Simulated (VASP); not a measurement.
Level of theory: revPBE GGA, VASP's PBE PAW potentials (set 64) (plane waves; VASP).

A VASP calculation is set up with these files.

### INCAR
```
SIGMA = 0.01   ! width (eV)
NELM = 100
LREAL = Auto   ! projection in real space or not
ISMEAR = 0   ! Gaussian
LCHARG = .FALSE.
PREC = Accurate
LASPH = .TRUE.
EDIFF = 1E-6
ENCUT = 400   ! plane-wave cut-off (eV)
GGA = RE   ! revPBE
SYSTEM = Si3N4
ALGO = Normal   ! blocked Davidson
ISIF = 2
LWAVE = .FALSE.
```

File POSCAR:
```
Si3N4
1
    7.6045400000     0.0000000000     0.0000000000
   -3.8022700000     6.5857250000     0.0000000000
    0.0000000000     0.0000000000     2.9052000000
Si N
6 8
Direct
  0.2310800000   0.8249500000   0.7500000000
  0.7689200000   0.1750500000   0.2500000000
  0.4061300000   0.2310800000   0.2500000000
  0.5938700000   0.7689200000   0.7500000000
  0.1750500000   0.4061300000   0.7500000000
  0.8249500000   0.5938700000   0.2500000000
  0.3333330000   0.6666670000   0.7500000000
  0.6666670000   0.3333330000   0.2500000000
  0.9691900000   0.6698500000   0.7500000000
  0.0308100000   0.3301500000   0.2500000000
  0.2993400000   0.9691900000   0.2500000000
  0.7006600000   0.0308100000   0.7500000000
  0.3301500000   0.2993400000   0.7500000000
  0.6698500000   0.7006600000   0.2500000000
```

File KPOINTS:
```
Automatic mesh
0
Gamma
3 3 6
0 0 0
```

POTCAR, in this order: Si N (PBE.64 set). Program: vasp_std.

Output

File OUTCAR:
```
 ion  position               nearest neighbor table
   1  0.231  0.825  0.750-   7 1.73   9 1.73  11 1.74  11 1.74   4 2.99   5 2.99   6 3.05   6 3.05
                             3 3.05   3 3.05
   2  0.769  0.175  0.250-   8 1.73  10 1.73  12 1.74  12 1.74   3 2.99   6 2.99   5 3.05   5 3.05
                             4 3.05   4 3.05
   3  0.406  0.231  0.250-   8 1.73  11 1.73  13 1.74  13 1.74   2 2.99   6 2.99   5 3.05   5 3.05
                             1 3.05   1 3.05
   4  0.594  0.769  0.750-   7 1.73  12 1.73  14 1.74  14 1.74   1 2.99   5 2.99   6 3.05   6 3.05
                             2 3.05   2 3.05
   5  0.175  0.406  0.750-   7 1.73  13 1.73  10 1.74  10 1.74   4 2.99   1 2.99   3 3.05   3 3.05
                             2 3.05   2 3.05
   6  0.825  0.594  0.250-   8 1.73  14 1.73   9 1.74   9 1.74   3 2.99   2 2.99   4 3.05   4 3.05
                             1 3.05   1 3.05
   7  0.333  0.667  0.750-   1 1.73   5 1.73   4 1.73
   8  0.667  0.333  0.250-   2 1.73   6 1.73   3 1.73
   9  0.969  0.670  0.750-   1 1.73   6 1.74   6 1.74
  10  0.031  0.330  0.250-   2 1.73   5 1.74   5 1.74
  11  0.299  0.969  0.250-   3 1.73   1 1.74   1 1.74
  12  0.701  0.031  0.750-   4 1.73   2 1.74   2 1.74
  13  0.330  0.299  0.750-   5 1.73   3 1.74   3 1.74
  14  0.670  0.701  0.250-   6 1.73   4 1.74   4 1.74
  LATTYP: Found a hexagonal cell.
 ALAT       =     7.6045400000
 C/A-ratio  =     0.3820349423
 Subroutine PRICEL returns:
 Original cell was already a primitive cell.
 Subroutine GETGRP returns: Found 12 space group operations
The static configuration has the point symmetry S_6 .
 The point group associated with its full space group is C_6h.
The dynamic configuration has the point symmetry S_6 .
 Subroutine INISYM returns: Found 12 space group operations
 Subroutine IBZKPT returns following result:
 Found     12 irreducible k-points:

 Following reciprocal coordinates:
            Coordinates               Weight
  0.000000  0.000000  0.000000      1.000000
  0.333333 -0.000000  0.000000      6.000000
  0.333333  0.333333  0.000000      2.000000
  0.000000  0.000000  0.166667      2.000000
...
```

### OSZICAR
```
       N       E                     dE             d eps       ncg     rms          rms(c)
DAV:   1     0.265575880368E+03    0.26558E+03   -0.27837E+04   968   0.120E+03
DAV:   2    -0.105487755824E+03   -0.37106E+03   -0.35537E+03  1248   0.266E+02
DAV:   3    -0.125833637512E+03   -0.20346E+02   -0.20229E+02  1152   0.711E+01
DAV:   4    -0.126201793180E+03   -0.36816E+00   -0.36693E+00  1200   0.988E+00
DAV:   5    -0.126211691495E+03   -0.98983E-02   -0.98931E-02  1136   0.151E+00    0.306E+01
DAV:   6    -0.110011490594E+03    0.16200E+02   -0.64477E+01  1128   0.327E+01    0.141E+01
DAV:   7    -0.109949295591E+03    0.62195E-01   -0.30665E+00  1240   0.721E+00    0.674E+00
DAV:   8    -0.109952627614E+03   -0.33320E-02   -0.18983E-01  1168   0.213E+00    0.197E+00
DAV:   9    -0.109963466163E+03   -0.10839E-01   -0.44953E-02  1152   0.116E+00    0.361E-01
DAV:  10    -0.109967491287E+03   -0.40251E-02   -0.49933E-03  1144   0.329E-01    0.145E-01
DAV:  11    -0.109968205202E+03   -0.71391E-03   -0.11063E-03  1160   0.166E-01    0.206E-02
DAV:  12    -0.109968275838E+03   -0.70636E-04   -0.75357E-05  1208   0.393E-02    0.112E-02
DAV:  13    -0.109968313910E+03   -0.38073E-04   -0.45704E-05  1136   0.287E-02    0.810E-03
DAV:  14    -0.109968317556E+03   -0.36463E-05   -0.42344E-06   984   0.879E-03    0.256E-03
DAV:  15    -0.109968317967E+03   -0.41045E-06   -0.14070E-06   888   0.551E-03
   1 F= -.10996832E+03 E0= -.10996832E+03  d E =-.534550E-12
```

OUTCAR:
```
------------------------ aborting loop because EDIFF is reached ----------------------------------------
  FORCE on cell =-STRESS in cart. coord.  units (eV):
  Direction    XX          YY          ZZ          XY          YZ          ZX
  --------------------------------------------------------------------------------------
  Total        3.3523911      3.3523913      3.5558513     -0.0000002      0.0000000      0.0000000
  in kB       36.9158338     36.9158357     39.1562956     -0.0000017      0.0000000      0.0000000
  external PRESSURE =      37.6626550 kB  Pullay stress =       0.0000000 kB
  volume of cell :      145.50
      direct lattice vectors                 reciprocal lattice vectors
     7.604540000  0.000000000  0.000000000     0.131500393  0.075921785  0.000000000
    -3.802270000  6.585725000  0.000000000     0.000000000  0.151843571  0.000000000
     0.000000000  0.000000000  2.905200000     0.000000000  0.000000000  0.344210381
 POSITION                                       TOTAL-FORCE (eV/Angst)
 -----------------------------------------------------------------------------------
     -1.37943      5.43289      2.17890         0.007805      0.044476      0.000000
      5.18170      1.15283      0.72630        -0.007805     -0.044476     -0.000000
      2.20980      1.52183      0.72630        -0.034615      0.028997      0.000000
      1.59247      5.06390      2.17890         0.034615     -0.028997      0.000000
     -0.21304      2.67466      2.17890        -0.042420     -0.015479      0.000000
      4.01531      3.91106      0.72630         0.042420      0.015479     -0.000000
     -0.00000      4.39049      2.17890         0.000000     -0.000000     -0.000000
      3.80227      2.19524      0.72630         0.000000     -0.000000     -0.000000
      4.82329      4.41145      2.17890         0.007456      0.027883     -0.000000
     -1.02102      2.17428      0.72630        -0.007456     -0.027883      0.000000
     -1.40878      6.38282      0.72630        -0.020420      0.020399      0.000000
      5.21105      0.20291      2.17890         0.020420     -0.020399      0.000000
      1.37247      1.97137      2.17890        -0.027875     -0.007485      0.000000
      2.42980      4.61435      0.72630         0.027875      0.007485      0.000000
 -----------------------------------------------------------------------------------
    total drift:                                0.000000     -0.000000      0.000000
  FREE ENERGIE OF THE ION-ELECTRON SYSTEM (eV)
  ---------------------------------------------------
  free  energy   TOTEN  =      -109.9683179669 eV

  energy  without entropy=     -109.9683179669  energy(sigma->0) =     -109.96831797
```
(Selected blocks of OUTCAR.)

At this cut-off the stress carries a Pulay error, which pulls relaxed volumes low.

The structure comes from a computed database's Si3N4 entry; how it stands against other phases isn't given here. The cell was not relaxed at this level. The run is one of a series of settings (GGA = RE against the base run), some of them coarse on purpose.
